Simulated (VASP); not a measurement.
Data:

```yaml
crystal:
  lattice:
    - [0.00000, 1.80323, 1.80323]
    - [1.80323, 0.00000, 1.80323]
    - [1.80323, 1.80323, 0.00000]
  atoms:
    - { symbol: B, position: [0.00000, 0.00000, 0.00000] }
    - { symbol: N, position: [0.25000, 0.25000, 0.25000] }
```

Method: MS2 meta-GGA, VASP's PBE PAW potentials (set 64) (plane waves; VASP). Run with 520 eV cut-off, 12×12×12 Γ-centred mesh, Gaussian smearing of 0.050 eV, potentials B N.

**Question.** Give the energy at these volumes per atom, relative to the lowest: 5.50, 5.68, 5.85, 6.03, 6.21 Å³.

**Answer.** 30.2, 7.6, 0.0, 5.6, 22.7 meV/atom. A third-order Birch-Murnaghan fit gives B0 = 397 GPa and B0′ = 3.5.

Measured: bulk modulus 410 GPa at 0 K (computed value off by -3.2 %), as given by Daniel Mejia-Rodriguez et al., Physical Review B (2018), arXiv:1807.09216 [0 K value with the zero-point phonon effect removed]; a 3.593 Å at 0 K (computed value off by +0.4 %), as given by Tamar Goldzak et al., The Journal of Chemical Physics (2022), arXiv:2208.04865 [corrected for zero-point motion].

The compound is BN in the zinc blende structure. It was relaxed first.
